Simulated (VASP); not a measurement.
Consider the following.

```
CELL_PARAMETERS angstrom
      4.14801     0.00000     0.00000
      0.00000     4.14801     0.00000
      0.00000     0.00000     4.14801
ATOMIC_POSITIONS crystal
  Ca 0.00000 0.00000 0.00000
  B  0.79840 0.50000 0.50000
  B  0.50000 0.20160 0.50000
  B  0.50000 0.79840 0.50000
  B  0.20160 0.50000 0.50000
  B  0.50000 0.50000 0.79840
  B  0.50000 0.50000 0.20160
```

The numbers are results of PBE GGA, VASP's PBE PAW potentials (set 64) (plane waves; VASP), not measurements. Settings: 620 eV cut-off, 6×6×6 Γ-centred mesh, Gaussian smearing of 0.050 eV, potentials Ca_sv B.

Energy and stress use the plane-wave basis of the starting cell.

Q: The ions, cell shape and volume at an external pressure of 5.0 GPa are relaxed. What does this cell relax into?

A: 
```
CELL_PARAMETERS angstrom
      4.10459     0.00000     0.00000
      0.00000     4.10459     0.00000
      0.00000     0.00000     4.10459
ATOMIC_POSITIONS crystal
  Ca 0.00000 0.00000 0.00000
  B  0.79895 0.50000 0.50000
  B  0.50000 0.20105 0.50000
  B  0.50000 0.79895 0.50000
  B  0.20105 0.50000 0.50000
  B  0.50000 0.50000 0.79895
  B  0.50000 0.50000 0.20105
```
Space group Pm-3m (221), at a tolerance of 0.03 Å.

Q: How do energy and volume change from the first to the last step?

A: The energy (σ→0) changes by +4.8 meV/atom and the volume by -3.1 %, in 5 ionic steps.

The compound is CaB6 in the cab6 structure. This run relaxes it under an external pressure of 5 GPa. Symmetry was kept, so distortions that lower it aren't found.
